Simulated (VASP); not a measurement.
Computed with PW91 GGA, VASP's PBE PAW potentials (set 64) (plane waves; VASP 6.6.1).

VASP input:

File KPOINTS:
```
Automatic
0
gamma
  10 10 10
0 0 0
```

INCAR:
```
# general
SYSTEM = Ca
PREC   = Accurate
ENCUT  = 400   # plane-wave cut-off (eV)
LREAL  = F   # projection in real space or not
LASPH  = T

# electronic loop
EDIFF  = 1E-6   # SCF stop (eV)
NELM   = 100
ALGO   = Normal

# smearing
ISMEAR = 1   # Methfessel-Paxton
SIGMA  = 0.1   # width (eV)

# functional
GGA    = 91   # PW91

# ions
ISIF   = 2   # forces and stress, cell fixed

# output
LWAVE  = F
LCHARG = F
```

### POSCAR
```
Ca
1
    0.0000000000     2.7900000000     2.7900000000
    2.7900000000     0.0000000000     2.7900000000
    2.7900000000     2.7900000000     0.0000000000
Ca
1
Direct
  0.0000000000   0.0000000000   0.0000000000
```

POTCAR, in this order: Ca_sv (PBE.64 set). Program: vasp_std.

What VASP printed:

File OSZICAR:
```
       N       E                     dE             d eps       ncg     rms          rms(c)
DAV:   1     0.546825348319E+02    0.54683E+02   -0.45640E+03   846   0.828E+02
DAV:   2    -0.945980469835E+00   -0.55629E+02   -0.55435E+02   884   0.212E+02
DAV:   3    -0.190803141827E+01   -0.96205E+00   -0.95961E+00  1342   0.298E+01
DAV:   4    -0.193280374258E+01   -0.24772E-01   -0.24761E-01  1283   0.378E+00
DAV:   5    -0.193313755959E+01   -0.33382E-03   -0.33364E-03  1327   0.303E-01    0.220E+00
DAV:   6    -0.192856745909E+01    0.45701E-02   -0.12746E-02  1070   0.135E+00    0.135E+00
DAV:   7    -0.193012906508E+01   -0.15616E-02   -0.20826E-02   959   0.179E+00    0.103E-01
DAV:   8    -0.192968192428E+01    0.44714E-03   -0.22607E-03   975   0.515E-01    0.269E-02
DAV:   9    -0.192969852339E+01   -0.16599E-04   -0.13645E-04  1428   0.918E-02    0.738E-03
DAV:  10    -0.192969866362E+01   -0.14023E-06   -0.11627E-05  1120   0.409E-02    0.256E-03
DAV:  11    -0.192969797207E+01    0.69155E-06   -0.65417E-07   827   0.100E-02
   1 F= -.19296980E+01 E0= -.19297823E+01  d E =0.253023E-03
```

### OUTCAR
```
------------------------ aborting loop because EDIFF is reached ----------------------------------------
  FORCE on cell =-STRESS in cart. coord.  units (eV):
  Direction    XX          YY          ZZ          XY          YZ          ZX
  --------------------------------------------------------------------------------------
  Total       -0.1640183     -0.1640183     -0.1640183      0.0000000      0.0000000     -0.0000000
  in kB       -6.0500692     -6.0500692     -6.0500692      0.0000000      0.0000000     -0.0000000
  external PRESSURE =      -6.0500692 kB  Pullay stress =       0.0000000 kB
  volume of cell :       43.44
      direct lattice vectors                 reciprocal lattice vectors
     0.000000000  2.790000000  2.790000000    -0.179211470  0.179211470  0.179211470
     2.790000000  0.000000000  2.790000000     0.179211470 -0.179211470  0.179211470
     2.790000000  2.790000000  0.000000000     0.179211470  0.179211470 -0.179211470
 POSITION                                       TOTAL-FORCE (eV/Angst)
 -----------------------------------------------------------------------------------
      0.00000      0.00000      0.00000        -0.000000      0.000000      0.000000
 -----------------------------------------------------------------------------------
    total drift:                               -0.000000     -0.000000     -0.000000
  FREE ENERGIE OF THE ION-ELECTRON SYSTEM (eV)
  ---------------------------------------------------
  free  energy   TOTEN  =        -1.9296979721 eV

  energy  without entropy=       -1.9299509951  energy(sigma->0) =       -1.92978231
```
(Selected blocks of OUTCAR.)

The compound is Ca in the fcc structure. The cell was not relaxed at this level. The run is one of a series of settings (GGA = 91 against the base run), some of them coarse on purpose.
